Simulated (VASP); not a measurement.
These are LDA (Ceperley-Alder, Perdew-Zunger), VASP's LDA PAW potentials (set 64) (plane waves; VASP 6.6.1) values and carry that method's errors.

Input for VASP

**INCAR**
```
ALGO = Normal
EDIFF = 1E-6
ENCUT = 400
ISIF = 2
ISMEAR = -1
LASPH = .TRUE.
LCHARG = .FALSE.
LMAXMIX = 6
LREAL = .FALSE.
LWAVE = .FALSE.
NELM = 100
PREC = Accurate
SIGMA = 0.05
SYSTEM = WC
```

File KPOINTS:
```
Automatic mesh
0
Gamma
6 6 6
0 0 0
```

File POSCAR:
```
WC
1
    0.0000000000     2.2919970000     2.2919970000
    2.2919970000     0.0000000000     2.2919970000
    2.2919970000     2.2919970000     0.0000000000
C W
1 1
Direct
  0.0000000000   0.0000000000   0.0000000000
  0.5000000000   0.5000000000   0.5000000000
```

POTCAR, in this order: C W_sv (LDA.64 set). Program: vasp_std.

The run wrote:

### OSZICAR
```
       N       E                     dE             d eps       ncg     rms          rms(c)
DAV:   1     0.108991258310E+03    0.10899E+03   -0.10026E+04   416   0.131E+03
DAV:   2    -0.227005369693E+02   -0.13169E+03   -0.12868E+03   481   0.349E+02
DAV:   3    -0.265388293621E+02   -0.38383E+01   -0.38060E+01   527   0.578E+01
DAV:   4    -0.265792711611E+02   -0.40442E-01   -0.40318E-01   456   0.633E+00
DAV:   5    -0.265798003484E+02   -0.52919E-03   -0.52918E-03   489   0.672E-01    0.241E+01
DAV:   6    -0.234169398361E+02    0.31629E+01   -0.16839E+01   461   0.336E+01    0.566E+00
DAV:   7    -0.231700282905E+02    0.24691E+00   -0.10459E+00   431   0.806E+00    0.478E+00
DAV:   8    -0.231294333316E+02    0.40595E-01   -0.14063E-01   471   0.338E+00    0.715E-01
DAV:   9    -0.231281301755E+02    0.13032E-02   -0.44141E-03   456   0.712E-01    0.157E-01
DAV:  10    -0.231279090373E+02    0.22114E-03   -0.53902E-04   506   0.288E-01    0.296E-02
DAV:  11    -0.231279087390E+02    0.29830E-06   -0.22615E-05   474   0.465E-02    0.158E-02
DAV:  12    -0.231279090783E+02   -0.33923E-06   -0.11105E-06   254   0.978E-03
   1 F= -.23127909E+02 E0= -.23122330E+02  d E =-.111573E-01
```

### OUTCAR
```
------------------------ aborting loop because EDIFF is reached ----------------------------------------
  FORCE on cell =-STRESS in cart. coord.  units (eV):
  Direction    XX          YY          ZZ          XY          YZ          ZX
  --------------------------------------------------------------------------------------
  Total       -7.1858464     -7.1858464     -7.1858464      0.0000000      0.0000000      0.0000000
  in kB     -478.0973979   -478.0973979   -478.0973979      0.0000000      0.0000000      0.0000000
  external PRESSURE =    -478.0973979 kB  Pullay stress =       0.0000000 kB
  volume of cell :       24.08
      direct lattice vectors                 reciprocal lattice vectors
     0.000000000  2.291997000  2.291997000    -0.218150373  0.218150373  0.218150373
     2.291997000  0.000000000  2.291997000     0.218150373 -0.218150373  0.218150373
     2.291997000  2.291997000  0.000000000     0.218150373  0.218150373 -0.218150373
 POSITION                                       TOTAL-FORCE (eV/Angst)
 -----------------------------------------------------------------------------------
      0.00000      0.00000      0.00000        -0.000000     -0.000000     -0.000000
      2.29200      2.29200      2.29200         0.000000      0.000000      0.000000
 -----------------------------------------------------------------------------------
    total drift:                                0.000000     -0.000000      0.000000
  FREE ENERGIE OF THE ION-ELECTRON SYSTEM (eV)
  ---------------------------------------------------
  free  energy   TOTEN  =       -23.1279090783 eV

  energy  without entropy=      -23.1167517942  energy(sigma->0) =      -23.12233044
```
(Selected blocks of OUTCAR.)

OUTCAR:
```
 val. band max:       10.1985994123   @ k =  -0.3333   0.1667   0.0000

 cond. band min:      10.4340801565   @ k =  -0.1667   0.1667   0.0000


 Fermi energy:        10.2608464896

 k-point     1 :       0.0000    0.0000    0.0000
  band No.  band energies     occupation
      1     -64.7333      2.00000
      2     -28.9835      2.00000
      3     -28.9835      2.00000
      4     -28.9835      2.00000
      5      -4.1536      2.00000
      6       8.0140      2.00000
      7       8.0140      2.00000
      8       8.0140      2.00000
      9       9.4411      2.00000
     10       9.4411      2.00000
     11       9.5503      2.00000
     12       9.5503      2.00000
     13       9.5503      2.00000

 k-point     2 :       0.1667    0.0000    0.0000
  band No.  band energies     occupation
      1     -64.7285      2.00000
      2     -29.0740      2.00000
      3     -28.9940      2.00000
      4     -28.9940      2.00000
      5      -3.5143      2.00000
      6       6.2314      2.00000
      7       6.7850      2.00000
      8       6.7850      2.00000
      9       8.7882      2.00000
     10       8.7882      2.00000
     11      10.0033      1.98848
     12      12.6613      0.00000
     13      12.6613      0.00000

 k-point     3 :       0.3333    0.0000    0.0000
  band No.  band energies     occupation
      1     -64.7189      2.00000
      2     -29.2507      2.00000
      3     -29.0149      2.00000
      4     -29.0149      2.00000
      5      -1.8545      2.00000
      6       3.5356      2.00000
      7       5.2052      2.00000
      8       5.2052      2.00000
      9      10.1547      1.78638
     10      10.1547      1.78638
     11      10.9043      0.00001
     12      15.9379      0.00000
     13      15.9380      0.00000

 k-point     4 :       0.5000    0.0000    0.0000
  band No.  band energies     occupation
      1     -64.7141      2.00000
      2     -29.3371      2.00000
      3     -29.0253      2.00000
...
```

At this cut-off the stress carries a Pulay error, which pulls relaxed volumes low. Unless said otherwise, spin-orbit coupling is left out, though it shifts the bands of the heavy elements here.

The structure was generated: WC was put into an ordered model structure, which need not be its known phase. The cell was not relaxed at this level. The k-mesh is coarse (spacing up to 0.40 per Å, 2π included), so the numbers may not be converged in it. The run is one of a series of settings (GGA removed, POTCAR C W_sv (LDA.64 set) against the base run), some of them coarse on purpose. VASP warned that the highest band is occupied, so more bands are needed.
